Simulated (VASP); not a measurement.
Data:

```xyz
5
Lattice="4.0862 0.0000 0.0000 0.0000 4.0862 0.0000 0.0000 0.0000 4.0862" Properties=species:S:1:pos:R:3 pbc="T T T"
Ti     2.0431     0.0000     2.0431
Ti     0.0000     2.0431     2.0431
Ti     2.0431     2.0431     0.0000
Al     0.0000     0.0000     0.0000
N      2.0431     2.0431     2.0431
```

Calculation: PBEsol GGA, VASP's PBE PAW potentials (set 64) (plane waves; VASP). Numerical set-up: 520 eV cut-off, 6×6×6 Γ-centred mesh, tetrahedra with Blöchl corrections, potentials Ti_sv Al N.

The cores are frozen, which limits the accuracy of field gradients.

Task: Give the principal components of the electric field gradient (V/Å²) and the asymmetry η at each nucleus.

Result: 
| atom | Vxx | Vyy | Vzz | η |
|---|---|---|---|---|
| Ti1 | 44.3 | 44.3 | -88.6 | 0.00 |
| Ti2 | 44.3 | 44.3 | -88.6 | 0.00 |
| Ti3 | 44.3 | 44.3 | -88.6 | 0.00 |
| Al4 | 0.0 | 0.0 | 0.0 | - |
| N5 | 0.0 | 0.0 | 0.0 | - |

The structure comes from a computed database's Ti3AlN entry (Pm-3m); how it stands against other phases isn't given here. It was relaxed first.
